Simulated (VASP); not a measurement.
# TiAs: phonons from a supercell

How does the lattice of TiAs vibrate? The start is a cell from a database of measured crystal structures.

Method: LDA; plane waves and PAW (As, Ti_sv), in VASP 6.6.1.

The database entry behind the starting cell differs from later determinations by our own check (an axis about 2.0 % long against later determinations), so it need not match the best structure at ambient conditions.

## (1) Starting point

The structure is hexagonal, space group P6_3/mmc (No. 194). The conventional cell has a = 3.650 Å, b = 3.650 Å, c = 12.300 Å, α = 90.00°, β = 90.00°, γ = 120.00°. Nearest to As lie 6 Ti at 2.61 Å. Nearest to Ti lie 6 As at 2.61 Å. Farther neighbours are not listed.

## (2) Relax the host

First cell and atoms are relaxed at a raised cutoff, so that later runs start from this functional's own cell.

INCAR

```
SYSTEM = TiAs
PREC = Accurate
ENCUT = 360
EDIFF = 1E-06
NELM = 120
ISMEAR = 0
SIGMA = 0.05
LREAL = .FALSE.
ALGO = Normal
GGA = CA
NBANDS = 42
LORBIT = 11
LWAVE = .FALSE.
LCHARG = .FALSE.
KPAR = 4
IBRION = 2
NSW = 40
ISIF = 3
EDIFFG = -0.02
POTIM = 0.4
```

POSCAR

```
TiAs
1.0
    3.6500000000      0.0000000000      0.0000000000
   -1.8250000000      3.1609927238      0.0000000000
    0.0000000000      0.0000000000     12.3000000000
As Ti
4 4
Direct
    0.6666666667      0.3333333333      0.2500000000
    0.3333333333      0.6666666667      0.7500000000
    0.0000000000      0.0000000000      0.5000000000
    0.0000000000      0.0000000000      0.0000000000
    0.6666666667      0.3333333333      0.8750000000
    0.3333333333      0.6666666667      0.3750000000
    0.6666666667      0.3333333333      0.6250000000
    0.3333333333      0.6666666667      0.1250000000
```

KPOINTS

```
Automatic mesh
0
Gamma
6 6 2
0 0 0
```

PAW data sets: As and Ti_sv (LDA family, release 64).

Launch:

```console
$ mpirun -np 4 vasp_std
```

Output:

```text
[banner, memory and clock lines left out]
running    4 mpi-ranks, on    1 nodes
 distrk:  each k-point on    1 cores,    4 groups
 distr:  one band on    1 cores,    1 groups

 POSCAR found type information on POSCAR AsTi
 POSCAR found :  2 types and       8 ions
 LDA part: xc-table for (Slater(with rela. corr.)+CA(PZ))
 , standard interpolation
 POSCAR, INCAR and KPOINTS ok, starting setup
 FFT: planning ... GRIDC
 FFT: planning ... GRID_SOFT
 FFT: planning ... GRID
 WAVECAR not read
 entering main loop
       N       E                     dE             d eps       ncg     rms          rms(c)
DAV:   1     0.713472932700E+03    0.71347E+03   -0.27418E+04  1176   0.139E+03
DAV:   2     0.347344484943E+02   -0.67874E+03   -0.66446E+03  1194   0.464E+02
DAV:   3    -0.618540240111E+02   -0.96588E+02   -0.95136E+02  1792   0.152E+02
DAV:   4    -0.721011991270E+02   -0.10247E+02   -0.10123E+02  1712   0.438E+01
DAV:   5    -0.726830932835E+02   -0.58189E+00   -0.58110E+00  1776   0.972E+00    0.215E+01
DAV:   6    -0.640473566858E+02    0.86357E+01   -0.80009E+01  1540   0.506E+01    0.655E+00
DAV:   7    -0.634868690897E+02    0.56049E+00   -0.10892E+01  1622   0.186E+01    0.385E+00
DAV:   8    -0.634162912741E+02    0.70578E-01   -0.76944E-01  1644   0.422E+00    0.101E+00
DAV:   9    -0.634121103020E+02    0.41810E-02   -0.93631E-02  1648   0.203E+00    0.381E-01
DAV:  10    -0.634132931495E+02   -0.11828E-02   -0.73916E-03  1852   0.526E-01    0.119E-01
DAV:  11    -0.634130372513E+02    0.25590E-03   -0.32798E-03  1680   0.333E-01    0.401E-02
DAV:  12    -0.634130174244E+02    0.19827E-04   -0.31239E-04  1728   0.913E-02    0.624E-03
DAV:  13    -0.634130158807E+02    0.15437E-05   -0.76063E-06  1504   0.196E-02    0.401E-03
DAV:  14    -0.634130160179E+02   -0.13727E-06   -0.14861E-06  1024   0.726E-03
   1 F= -.63413016E+02 E0= -.63409184E+02  d E =-.634130E+02
 curvature:   0.00 expect dE= 0.000E+00 dE for cont linesearch  0.000E+00
 trial: gam= 0.00000 g(F)=  0.108E+00 g(S)=  0.920E+00 ort = 0.000E+00 (trialstep = 0.100E+01)
 search vector abs. value=  0.103E+01
 bond charge predicted
       N       E                     dE             d eps       ncg     rms          rms(c)
DAV:   1    -0.725702298815E+02   -0.91572E+01   -0.24723E+02  1508   0.154E+02    0.250E+01
DAV:   2    -0.646391213352E+02    0.79311E+01   -0.57959E+01  1442   0.576E+01    0.782E+00
DAV:   3    -0.636260928223E+02    0.10130E+01   -0.55070E+00  1512   0.126E+01    0.262E+00
DAV:   4    -0.636312507877E+02   -0.51580E-02   -0.16973E+00  1934   0.520E+00    0.164E+00
DAV:   5    -0.636977942576E+02   -0.66543E-01   -0.10839E-01  1628   0.212E+00    0.767E-01
DAV:   6    -0.637623333489E+02   -0.64539E-01   -0.14197E-01  1832   0.110E+00    0.337E-01
DAV:   7    -0.637687573864E+02   -0.64240E-02   -0.14359E-02  1642   0.489E-01    0.151E-01
DAV:   8    -0.637696570015E+02   -0.89962E-03   -0.28691E-03  1902   0.230E-01    0.366E-02
DAV:   9    -0.637697467866E+02   -0.89785E-04   -0.49567E-04  1772   0.112E-01    0.194E-02
DAV:  10    -0.637697530540E+02   -0.62674E-05   -0.59992E-05  1742   0.366E-02    0.832E-03
DAV:  11    -0.637697542118E+02   -0.11578E-05   -0.34024E-06  1170   0.110E-02    0.221E-03
DAV:  12    -0.637697541024E+02    0.10938E-06   -0.10382E-06   836   0.483E-03
   2 F= -.63769754E+02 E0= -.63767641E+02  d E =-.356738E+00
[... from here on, the cycles between the ionic steps are left out ...]
   3 F= -.63818649E+02 E0= -.63815474E+02  d E =-.405633E+00
   4 F= -.63946428E+02 E0= -.63944949E+02  d E =-.127779E+00
   5 F= -.63967470E+02 E0= -.63966025E+02  d E =-.148821E+00
   6 F= -.63968217E+02 E0= -.63966690E+02  d E =-.149567E+00
   7 F= -.63974185E+02 E0= -.63972603E+02  d E =-.596843E-02
   8 F= -.63977417E+02 E0= -.63975860E+02  d E =-.919989E-02
   9 F= -.63978662E+02 E0= -.63977064E+02  d E =-.124564E-02
 trial-energy change:   -0.001246  1 .order   -0.001241   -0.001650   -0.000831
 step:   1.9214(harm=  1.9852)  dis= 0.00134  next Energy=   -63.979061 (dE=-0.164E-02)
 bond charge predicted
       N       E                     dE             d eps       ncg     rms          rms(c)
DAV:   1    -0.639801068177E+02   -0.14439E-02   -0.13180E-01  1184   0.340E+00    0.323E-01
DAV:   2    -0.639797630041E+02    0.34381E-03   -0.14130E-02  1218   0.737E-01    0.188E-01
DAV:   3    -0.639790861572E+02    0.67685E-03   -0.22613E-03  1608   0.332E-01    0.238E-02
DAV:   4    -0.639790936934E+02   -0.75363E-05   -0.35473E-04  1522   0.130E-01    0.991E-03
DAV:   5    -0.639790919169E+02    0.17765E-05   -0.19269E-05  1662   0.268E-02    0.637E-03
DAV:   6    -0.639790912381E+02    0.67882E-06   -0.20456E-06  1012   0.900E-03
  10 F= -.63979091E+02 E0= -.63977437E+02  d E =-.167473E-02
 curvature:  -1.07 expect dE=-0.223E-04 dE for cont linesearch -0.217E-05
 trial: gam=-0.04541 g(F)=  0.671E-05 g(S)=  0.142E-04 ort = 0.606E-04 (trialstep = 0.117E+01)
 search vector abs. value=  0.191E-04
 reached required accuracy - stopping structural energy minimisation
```

The job ended after 2.5 min (4 MPI ranks of Intel Xeon Platinum 8488C (Sapphire Rapids), shared host; peak memory 0.78 GiB; 10 min of CPU time).

The logs omit lines about the potential files and the build; timing stands in the text.

Parts of OUTCAR (step 2):

```text
ion  position               nearest neighbor table
   1  0.667  0.333  0.250-   6 2.61   8 2.61   6 2.61   8 2.61   6 2.61   8 2.61
   2  0.333  0.667  0.750-   5 2.61   7 2.61   5 2.61   7 2.61   5 2.61   7 2.61
   3  0.000  0.000  0.500-   6 2.61   7 2.61   6 2.61   7 2.61   7 2.61   6 2.61
   4  0.000  0.000  0.000-   5 2.61   8 2.61   8 2.61   5 2.61   5 2.61   8 2.61
   5  0.667  0.333  0.875-   2 2.61   4 2.61   2 2.61   4 2.61   4 2.61   2 2.61
   6  0.333  0.667  0.375-   1 2.61   3 2.61   1 2.61   3 2.61   3 2.61   1 2.61
   7  0.667  0.333  0.625-   2 2.61   3 2.61   2 2.61   3 2.61   3 2.61   2 2.61
   8  0.333  0.667  0.125-   1 2.61   4 2.61   1 2.61   4 2.61   4 2.61   1 2.61

  LATTYP: Found a hexagonal cell.
 ALAT       =     3.6500000000
 C/A-ratio  =     3.3698630137

 Subroutine GETGRP returns: Found 24 space group operations
 (whereof 12 operations were pure point group operations)

The static configuration has the point symmetry D_3d.
 The point group associated with its full space group is D_6h.

 Found     14 irreducible k-points:

   k-points           NKPTS =     14   k-points in BZ     NKDIM =     14   number of bands    NBANDS=     42

   dimension x,y,z NGX =    24 NGY =   24 NGZ =   80
   dimension x,y,z NGXF=    48 NGYF=   48 NGZF=  160

   ENCUT  =  360.0 eV  26.46 Ry    5.14 a.u.   5.65  5.65 19.03*2*pi/ulx,y,z

   NELECT =      68.0000    total number of electrons

 k-points in reciprocal lattice and weights: Automatic mesh
   0.00000000  0.00000000  0.00000000       0.014
   0.16666667  0.00000000  0.00000000       0.083
   0.33333333  0.00000000  0.00000000       0.083
   0.50000000  0.00000000  0.00000000       0.042
   0.16666667  0.16666667  0.00000000       0.083
   0.33333333  0.16666667  0.00000000       0.167
   0.33333333  0.33333333  0.00000000       0.028
   0.00000000  0.00000000  0.50000000       0.014
   0.16666667  0.00000000  0.50000000       0.083
[...]
0.33333333  0.16666667  0.50000000       0.167
   0.33333333  0.33333333  0.50000000       0.028

 average (electrostatic) potential at core
       1 -49.2423       2 -49.2423       3 -49.4355       4 -49.4355       5 -72.7192
       6 -72.7192       7 -72.7192       8 -72.7192

 E-fermi :   8.4293

 k-point     1 :       0.0000    0.0000    0.0000
  band No.  band energies     occupation
    ...
     30       7.5892      2.00000
     31       8.1434      2.00000
     32       8.1434      2.00000
     33       8.2429      2.00000
     34       8.2429      2.00000
     35       8.8708      0.00000
     36       8.8708      0.00000
     37       8.9653      0.00000
     38       8.9653      0.00000
     39       9.1497      0.00000
    ...

 k-point     2 :       0.1667    0.0000    0.0000
  band No.  band energies     occupation
    ...
     30       6.6597      2.00000
     31       7.0094      2.00000
     32       7.4756      2.00000
     33       7.5968      2.00000
     34       8.2333      2.00000
     35       8.5465      0.00091
     36       8.8095      0.00000
     37       8.8178      0.00000
     38       8.9274      0.00000
     39       9.6066      0.00000
    ...

 k-point     3 :       0.3333    0.0000    0.0000
  band No.  band energies     occupation
    ...
     30       6.0847      2.00000
     31       6.4223      2.00000
     32       7.0233      2.00000
     33       7.1254      2.00000
     34       7.7150      2.00000
     35       8.8049      0.00000
     36       9.0600      0.00000
     37       9.2411      0.00000
     38       9.2858      0.00000
     39       9.7411      0.00000
    ...

  Total       -0.0254619     -0.0254619     -0.0405534      0.0000000      0.0000000     -0.0000000
  in kB       -0.3118394     -0.3118394     -0.4966699      0.0000000      0.0000000     -0.0000000
  external PRESSURE =      -0.3734496 kB  Pullay stress =       0.0000000 kB

  energy-cutoff  :      360.00
  volume of cell :      130.82
      direct lattice vectors                 reciprocal lattice vectors
     3.567006890  0.000000000  0.000000000     0.280347090  0.161858468 -0.000000000
    -1.783503445  3.089118582 -0.000000000     0.000000000  0.323716935 -0.000000000
     0.000000000  0.000000000 11.872210418    -0.000000000  0.000000000  0.084230313

 POSITION                                       TOTAL-FORCE (eV/Angst)
 -----------------------------------------------------------------------------------
      1.78350      1.02971      2.96805        -0.000000     -0.000000     -0.000000
     -0.00000      2.05941      8.90416         0.000000     -0.000000     -0.000000
      0.00000      0.00000      5.93611         0.000000     -0.000000      0.000000
      0.00000      0.00000      0.00000         0.000000     -0.000000      0.000000
      1.78350      1.02971     10.48171        -0.000000      0.000000      0.006591
     -0.00000      2.05941      4.54560         0.000000     -0.000000      0.006591
      1.78350      1.02971      7.32661        -0.000000      0.000000     -0.006591
     -0.00000      2.05941      1.39050         0.000000     -0.000000     -0.006591
 -----------------------------------------------------------------------------------
    total drift:                                0.000000      0.000000     -0.000000

  FREE ENERGIE OF THE ION-ELECTRON SYSTEM (eV)
  ---------------------------------------------------
  free  energy   TOTEN  =       -63.9790912381 eV

  energy  without entropy=      -63.9757830271  energy(sigma->0) =      -63.97743713

 reached required accuracy - stopping structural energy minimisation

 total charge
# of ion       s       p       d       tot
------------------------------------------
    1        1.216   1.644   0.047   2.907
    2        1.216   1.644   0.047   2.907
    3        1.220   1.734   0.068   3.022
    4        1.220   1.734   0.068   3.022
    5        2.166   6.144   2.037  10.348
    6        2.166   6.144   2.037  10.348
    7        2.166   6.144   2.037  10.348
    8        2.166   6.144   2.037  10.348
--------------------------------------------------
tot         13.538  31.333   8.379  53.250

[... 3 further parts left out ...]
```

CONTCAR:

```
TiAs
   1.00000000000000
     3.5670068902808802    0.0000000000000000    0.0000000000000000
    -1.7835034451404401    3.0891185824451006   -0.0000000000000000
     0.0000000000000000    0.0000000000000000   11.8722104184816306
  As              Ti
     4     4
Direct
     0.6666666667000030    0.3333333332999970    0.2500000000000000
     0.3333333332999970    0.6666666667000030    0.7500000000000000
     0.0000000000000000    0.0000000000000000    0.5000000000000000
     0.0000000000000000    0.0000000000000000    0.0000000000000000
     0.6666666667000030    0.3333333332999970    0.8828775279118629
     0.3333333332999970    0.6666666667000030    0.3828775279118629
     0.6666666667000030    0.3333333332999970    0.6171224720881371
     0.3333333332999970    0.6666666667000030    0.1171224720881371
```

The k-mesh is coarse for a metal. The run keeps the 24 symmetry operations of its start, so it cannot find a distortion of lower symmetry.

Relaxation path:

```csv
step,energy less that of the first step (eV),largest force (eV/Å),pressure (GPa),volume (Å³)
1,0.0000,0.8373,-8.99,141.91
2,-0.3567,1.0441,5.76,126.17
3,-0.4056,1.0230,1.34,129.92
4,-0.5334,0.4486,1.41,129.48
5,-0.5545,0.1050,1.60,129.27
6,-0.5552,0.0252,1.63,129.22
7,-0.5612,0.0089,-1.15,131.85
8,-0.5644,0.0148,-0.14,130.87
9,-0.5656,0.0105,-0.09,130.85
10,-0.5661,0.0066,-0.04,130.82
```

```csv
"conventional cell, symmetrised",before,after,change
a (Å),3.650,3.567,-2.3 %
b (Å),3.650,3.567,-2.3 %
c (Å),12.300,11.872,-3.5 %
volume (Å³/atom),17.74,16.35,-7.8 %
```

The atoms that moved most (Å, as changes of fractional coordinates times the final cell):

```csv
atom,dx,dy,dz,length
Ti6,0.000,0.000,0.094,0.094
Ti7,0.000,0.000,-0.094,0.094
Ti5,0.000,0.000,0.094,0.094
Ti8,0.000,0.000,-0.094,0.094
```

Final coordinates:

```xyz
8
Lattice="3.5670 0.0000 0.0000 -1.7835 3.0891 0.0000 0.0000 0.0000 11.8722" Properties=species:S:1:pos:R:3 pbc="T T T"
As    1.7835    1.0297    2.9681
As    0.0000    2.0594    8.9042
As    0.0000    0.0000    5.9361
As    0.0000    0.0000    0.0000
Ti    1.7835    1.0297   10.4817
Ti    0.0000    2.0594    4.5456
Ti    1.7835    1.0297    7.3266
Ti    0.0000    2.0594    1.3905
```

Numbers from this step:

- electronic cycles: 92
- electrons: 68
- free energy (TOTEN): -63.9791 eV
- energy at zero smearing: -63.9774 eV
- Fermi energy: 8.429 eV
- pressure: -0.03734 GPa
- labelled metallic, from the levels on this mesh: yes

The run ended after 10 ionic steps, 0.566 eV below its first step, once forces and stress met EDIFFG = -0.02.

(Part 1 of 4 ends here.)

[Lines on the potential files, build, host, timing and source positions are cut from VASP's logs without a mark.]

[Logs are printed without paths, hosts, clocks, repeated set-up lines and the standing remarks that a program may print on its own settings, such as how far it seeks lower states.]

[Hosts, paths, dates, database ids (printed as entryN), source tags and the programs' standing remarks are cut or masked in the printed files.]

[Runs that stopped without an error message from VASP are left out.]
